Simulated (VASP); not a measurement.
Output of a VASP run:

OSZICAR:
```
       N       E                     dE             d eps       ncg     rms          rms(c)
DAV:   1     0.605635955638E+03    0.60564E+03   -0.26664E+04  6200   0.172E+03
DAV:   2    -0.409383845031E+01   -0.60973E+03   -0.56804E+03  6922   0.510E+02
DAV:   3    -0.648991071223E+02   -0.60805E+02   -0.59758E+02  7093   0.166E+02
DAV:   4    -0.662885569679E+02   -0.13894E+01   -0.13539E+01  7489   0.246E+01
DAV:   5    -0.663200482080E+02   -0.31491E-01   -0.31486E-01  7551   0.367E+00    0.408E+01
DAV:   6    -0.586568138446E+02    0.76632E+01   -0.13182E+02  7026   0.983E+01    0.403E+01
DAV:   7    -0.529650810494E+02    0.56917E+01   -0.87957E+01  7286   0.101E+02    0.186E+01
DAV:   8    -0.508759389422E+02    0.20891E+01   -0.66200E+00  6807   0.228E+01    0.770E+00
DAV:   9    -0.503310675265E+02    0.54487E+00   -0.18096E+00  7895   0.127E+01    0.247E+00
DAV:  10    -0.503562910768E+02   -0.25224E-01   -0.20181E-01  6963   0.364E+00    0.149E+00
DAV:  11    -0.503577931348E+02   -0.15021E-02   -0.36104E-02  7884   0.197E+00    0.676E-01
DAV:  12    -0.503557841739E+02    0.20090E-02   -0.72760E-03  8742   0.758E-01    0.307E-01
DAV:  13    -0.503555177660E+02    0.26641E-03   -0.98675E-04  7633   0.340E-01    0.121E-01
DAV:  14    -0.503554751690E+02    0.42597E-04   -0.37646E-04  7645   0.186E-01    0.537E-02
DAV:  15    -0.503554838063E+02   -0.86373E-05   -0.57051E-05  7540   0.601E-02    0.348E-02
DAV:  16    -0.503554757438E+02    0.80625E-05   -0.20104E-05  8301   0.430E-02    0.116E-02
DAV:  17    -0.503554753536E+02    0.39018E-06   -0.23775E-06  4763   0.138E-02
   1 F= -.50355475E+02 E0= -.50355586E+02  d E =-.503555E+02  mag=     4.0000
```

### OUTCAR
```
------------------------ aborting loop because EDIFF is reached ----------------------------------------
  FORCE on cell =-STRESS in cart. coord.  units (eV):
  Direction    XX          YY          ZZ          XY          YZ          ZX
  --------------------------------------------------------------------------------------
  Total       -0.0092053     -0.0092053     -0.0157985     -0.0000000      0.0000000      0.0000000
  in kB       -0.2549505     -0.2549505     -0.4375558     -0.0000000      0.0000000      0.0000000
  external PRESSURE =      -0.3158189 kB  Pullay stress =       0.0000000 kB
  volume of cell :       57.85
      direct lattice vectors                 reciprocal lattice vectors
     4.446760093  0.000000000  0.000000000     0.224882831  0.000000000  0.000000000
     0.000000000  4.446760093  0.000000000     0.000000000  0.224882831  0.000000000
     0.000000000  0.000000000  2.925537653     0.000000000  0.000000000  0.341817511
 POSITION                                       TOTAL-FORCE (eV/Angst)
 -----------------------------------------------------------------------------------
      0.00000      0.00000      0.00000        -0.000000      0.000000      0.000000
      2.22338      2.22338      1.46277        -0.000000      0.000000      0.000000
      1.35027      1.35027      0.00000        -0.012160     -0.012160     -0.000000
      3.57365      0.87311      1.46277        -0.012160      0.012160      0.000000
      0.87311      3.57365      1.46277         0.012160     -0.012160     -0.000000
      3.09649      3.09649      0.00000         0.012160      0.012160      0.000000
 -----------------------------------------------------------------------------------
    total drift:                                0.000000      0.000000      0.000000
  FREE ENERGIE OF THE ION-ELECTRON SYSTEM (eV)
  ---------------------------------------------------
  free  energy   TOTEN  =       -50.3554753536 eV

  energy  without entropy=      -50.3558061856  energy(sigma->0) =      -50.35558563

 total charge

# of ion       s       p       d       tot
------------------------------------------
    1        0.361   6.452   4.011  10.825
    2        0.361   6.452   4.011  10.825
    3        1.572   3.456   0.000   5.028
    4        1.572   3.456   0.000   5.028
    5        1.572   3.456   0.000   5.028
    6        1.572   3.456   0.000   5.028
--------------------------------------------------
tot          7.009  26.731   8.022  41.762

 magnetization (x)

# of ion       s       p       d       tot
------------------------------------------
    1        0.024   0.032   2.053   2.109
    2        0.024   0.032   2.053   2.109
    3       -0.003  -0.077   0.000  -0.079
    4       -0.003  -0.077   0.000  -0.079
    5       -0.003  -0.077   0.000  -0.079
    6       -0.003  -0.077   0.000  -0.079
--------------------------------------------------
tot          0.038  -0.244   4.106   3.901

 reached required accuracy - stopping structural energy minimisation
```
(Selected blocks of OUTCAR.)

File POSCAR:
```
CrO2
1
    4.4467600933    -0.0000000000     0.0000000000
   -0.0000000000     4.4467600933     0.0000000000
    0.0000000000     0.0000000000     2.9255376531
Cr O
2 4
Direct
  0.0000000000   0.0000000000   1.0000000000
  0.5000000000   0.5000000000   0.5000000000
  0.3036522825   0.3036522825   0.0000000000
  0.8036522825   0.1963477175   0.5000000000
  0.1963477175   0.8036522825   0.5000000000
  0.6963477175   0.6963477175   1.0000000000
```

**Question.** Reconstruct the remaining input files.

**Answer.** Several could match; the one computed here: the input of the run itself, PBE GGA, plane waves, VASP's PBE PAW potentials (set 64).

### INCAR
```
# general
SYSTEM  = CrO2
PREC    = Accurate
ENCUT   = 520
LREAL   = .FALSE.
LASPH   = .TRUE.

# electronic loop
EDIFF   = 1E-6
NELM    = 100
ALGO    = Normal
LMAXMIX = 4

# smearing
ISMEAR  = 1
SIGMA   = 0.1

# functional
GGA     = PE

# spin
ISPIN   = 2
MAGMOM  = 2.5 2.5 0.0 0.0 0.0 0.0

# ions
IBRION  = 2
NSW     = 60
ISIF    = 3
EDIFFG  = -0.02

# output
LWAVE   = .FALSE.
LCHARG  = .FALSE.
LORBIT  = 10
```

KPOINTS:
```
Automatic mesh
0
Gamma
6 6 9
0 0 0
```

POTCAR, in this order: Cr_pv O (PBE.64 set). Program: vasp_std.

The moments were started parallel, and other spin orders were not tried in this run.

The compound is CrO2 in the rutile structure. It was relaxed first. The start is the result of an earlier pass.
